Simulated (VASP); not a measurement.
# Al15CoN16 (a cell with a defect) in VASP: further runs, part 2 of 2

VASP 6.6.1. The steps go on from the part before.

## Step 4: Relaxation of the atoms, PBEsol+U, collinear spin, ferromagnetic start

INCAR reads:

```
PREC = Accurate
ENCUT = 450
EDIFF = 1E-5
ISMEAR = 0
SIGMA = 0.03
LREAL = Auto
LASPH = True
NELM = 120
ALGO = Normal
ISIF = 2
LWAVE = False
LCHARG = False
ISPIN = 2
MAGMOM = 4 0 0 0 0 0 0 0 0 0 0 0 0 0 0 0 0 0 0 0 0 0 0 0 0 0 0 0 0 0 0 0
LORBIT = 11
LMAXMIX = 4
LDAU = True
LDAUTYPE = 2
LDAUL = 2 -1 -1
LDAUU = 4 0 0
LDAUJ = 0 0 0
LDAUPRINT = 1
GGA = PS
IBRION = 2
NSW = 40
EDIFFG = -0.03
KPAR = 4
```

KPOINTS reads:

```
Automatic mesh
0
Gamma
  3 3 2
```

POSCAR reads:

```
Al15CoN16
1.0
    6.2200008610      0.0000000000      0.0000000000
   -3.1100004305      5.3866787572      0.0000000000
    0.0000000000      0.0000000000      9.9600000000
Co Al N
1 15 16
Direct
    0.3333333333      0.1666666667      0.0000000000
    0.3333333333      0.1666666667      0.5000000000
    0.3333333333      0.6666666667      0.0000000000
    0.3333333333      0.6666666667      0.5000000000
    0.8333333333      0.1666666667      0.0000000000
    0.8333333333      0.1666666667      0.5000000000
    0.8333333333      0.6666666667      0.0000000000
    0.8333333333      0.6666666667      0.5000000000
    0.1666666667      0.3333333333      0.2500000000
    0.1666666667      0.3333333333      0.7500000000
    0.1666666667      0.8333333333      0.2500000000
    0.1666666667      0.8333333333      0.7500000000
    0.6666666667      0.3333333333      0.2500000000
    0.6666666667      0.3333333333      0.7500000000
    0.6666666667      0.8333333333      0.2500000000
    0.6666666667      0.8333333333      0.7500000000
    0.3333333333      0.1666666667      0.1910000000
    0.3333333333      0.1666666667      0.6910000000
    0.3333333333      0.6666666667      0.1910000000
    0.3333333333      0.6666666667      0.6910000000
    0.8333333333      0.1666666667      0.1910000000
    0.8333333333      0.1666666667      0.6910000000
    0.8333333333      0.6666666667      0.1910000000
    0.8333333333      0.6666666667      0.6910000000
    0.1666666667      0.3333333333      0.4410000000
    0.1666666667      0.3333333333      0.9410000000
    0.1666666667      0.8333333333      0.4410000000
    0.1666666667      0.8333333333      0.9410000000
    0.6666666667      0.3333333333      0.4410000000
    0.6666666667      0.3333333333      0.9410000000
    0.6666666667      0.8333333333      0.4410000000
    0.6666666667      0.8333333333      0.9410000000
```

Command:

```bash
> cat potpaw_PBE.64/Co/POTCAR potpaw_PBE.64/Al/POTCAR potpaw_PBE.64/N/POTCAR > POTCAR
> mpirun -np 4 vasp_std > vasp.out
```

Run time: 10 min. Hardware: 4 MPI ranks of Intel Xeon Platinum 8488C (Sapphire Rapids), shared host; peak memory 0.67 GiB.

It converged, with:

| Item | Value |
| --- | --- |
| Free energy | -246.5819 eV |
| Energy gained by relaxing | 1.6 meV/atom |
| Ionic steps | 8 |
| Largest force after relaxing | 0.025 eV/Å |
| Band gap on the k mesh | none (metal or under the smearing width) |
| Net moment | 4.00 μB per cell |
| Site moments | Co +2.88; Al +0.00, +0.01; N +0.14, +0.01, +0.15, +0.00 μB |
| Valence electrons inside the program's atomic spheres | Co 8.21; Al 0.81; N 3.80, 3.84 |

Forces on the atoms (eV/Å):
```
Co   0.000  0.000  0.025
Al   0.000  0.000 -0.009
Al  -0.002 -0.001 -0.004
Al  -0.003 -0.002  0.002
Al   0.000  0.002 -0.004
Al   0.000  0.004  0.002
Al   0.002 -0.001 -0.004
Al   0.003 -0.002  0.002
Al  -0.002  0.001  0.006
Al   0.001 -0.001 -0.005
Al   0.000 -0.002  0.006
Al   0.000  0.001 -0.005
Al   0.002  0.001  0.006
Al  -0.001 -0.001 -0.005
Al   0.000  0.000 -0.005
Al   0.000  0.000 -0.002
N    0.000  0.000  0.010
N    0.000  0.000 -0.023
N   -0.005 -0.003  0.003
N   -0.002 -0.001  0.005
N    0.000  0.005  0.003
N    0.000  0.003  0.005
N    0.005 -0.003  0.003
N    0.002 -0.001  0.005
N    0.008 -0.005 -0.002
N    0.004 -0.002 -0.006
N    0.000  0.010 -0.002
N    0.000  0.005 -0.006
N   -0.008 -0.005 -0.002
N   -0.004 -0.002 -0.006
N    0.000  0.000 -0.004
N    0.000  0.000  0.009
```

Step by step:
| step | energy change (eV) | largest force (eV/Å) | pressure (GPa) |
| --- | --- | --- | --- |
| 1 | 0.0000 | 0.7380 | 0.47 |
| 2 | -0.0441 | 0.1866 | 0.46 |
| 3 | -0.0453 | 0.1497 | 0.47 |
| 4 | -0.0483 | 0.0732 | 0.46 |
| 5 | -0.0486 | 0.0581 | 0.44 |
| 6 | -0.0495 | 0.0380 | 0.45 |
| 7 | -0.0495 | 0.0417 | 0.46 |
| 8 | -0.0498 | 0.0254 | 0.44 |

Final structure:
```
Co Al N
1.0
     6.22000    0.00000    0.00000
    -3.11000    5.38668    0.00000
     0.00000    0.00000    9.96000
Co Al N
1 15 16
Cartesian
  1.5550 0.8978 9.9596
  1.5550 0.8978 4.9718
  0.0050 3.5940 0.0061
  0.0005 3.5914 4.9806
  4.6650 0.8920 0.0061
  4.6650 0.8972 4.9806
  3.1050 3.5940 0.0061
  3.1095 3.5914 4.9806
  -0.0037 1.7977 2.4927
  0.0008 1.7951 7.4638
  -1.5550 4.4847 2.4927
  -1.5550 4.4898 7.4638
  3.1137 1.7977 2.4927
  3.1092 1.7951 7.4638
  1.5550 4.4889 2.4943
  1.5550 4.4889 7.4688
  1.5550 0.8978 1.9450
  1.5550 0.8978 6.8753
  0.0013 3.5919 1.9033
  0.0023 3.5924 6.8791
  4.6650 0.8963 1.9033
  4.6650 0.8952 6.8791
  3.1087 3.5919 1.9033
  3.1077 3.5924 6.8791
  -0.0038 1.7978 4.3944
  -0.0241 1.8095 9.3603
  -1.5550 4.4845 4.3944
  -1.5550 4.4611 9.3603
  3.1138 1.7978 4.3944
  3.1341 1.8095 9.3603
  1.5550 4.4889 4.3923
  1.5550 4.4889 9.3702
```

Levels at points of the mesh, in eV from the Fermi level:
Spin up:
| k point | band 67 | band 68 | band 69 | band 70 | band 71 | band 72 |
| --- | --- | --- | --- | --- | --- | --- |
| (0.00, 0.00, 0.00) | -0.31 | -0.11 | -0.11 | 3.50 | 4.56 | 4.56 |
| (0.00, 0.00, 0.50) | -0.80 | -0.12 | -0.12 | 4.29 | 4.29 | 4.34 |
Spin down:
```tsv
k point	band 62	band 63	band 64	band 65	band 66	band 67	band 68	band 69
(0.00, 0.00, 0.00)	-0.95	-0.95	-0.81	-0.01	-0.01	2.08	2.18	2.18
(0.00, 0.00, 0.50)	-1.14	-1.00	-1.00	0.02	0.02	1.97	2.15	2.15
```

Eigenvalues of the final occupation matrices:
```
    site  spin  trace               eigenvalues
site 1 d     1   4.95  0.98 0.98 1.00 1.00 1.00
site 1 d     2   2.18  0.30 0.30 0.30 0.64 0.64
```

Caveat: the k mesh is coarse (spacing up to 0.39 Å⁻¹), so the values aren't converged; the cutoff is under 1.25 times the usual one of these potentials, so pressure, stress and relaxed cells hold a basis-set (Pulay) error; the PAW data sets were made with another functional, which shifts forces and pressure a little.

## Step 5: Summary

| task | spin | fixed moment (μB) | cell | moment (μB) | largest force (eV/Å) |
| --- | --- | --- | --- | --- | --- |
| single point | collinear, ferromagnetic start | 2 | as given | 2.00 | 0.95 |
| single point | collinear, zero start | 0 | as given | 0.00 | 0.37 |
| relaxation of the atoms | collinear, ferromagnetic start | - | atoms relaxed | 4.00 | 0.03 |

Alike in all rows: level PBEsol+U; potentials or basis VASP PAW PBE potentials, release 64 (Co, Al, N); Co d U = 4 eV; k mesh 3 × 3 × 2; cutoff (eV) 450; smearing gaussian 0.03 eV; the mesh is coarse, so values aren't converged.

Caveats: all runs use coarse meshes; the cutoff is under 1.25 times the usual one of these potentials, so pressure, stress and relaxed cells hold a basis-set (Pulay) error; the PAW data sets were made with another functional, which shifts forces and pressure a little; the total moment is fixed, so each spin has its own Fermi level (some runs).

Total energies depend on the potentials used, so only differences within one code and one set of settings carry meaning.
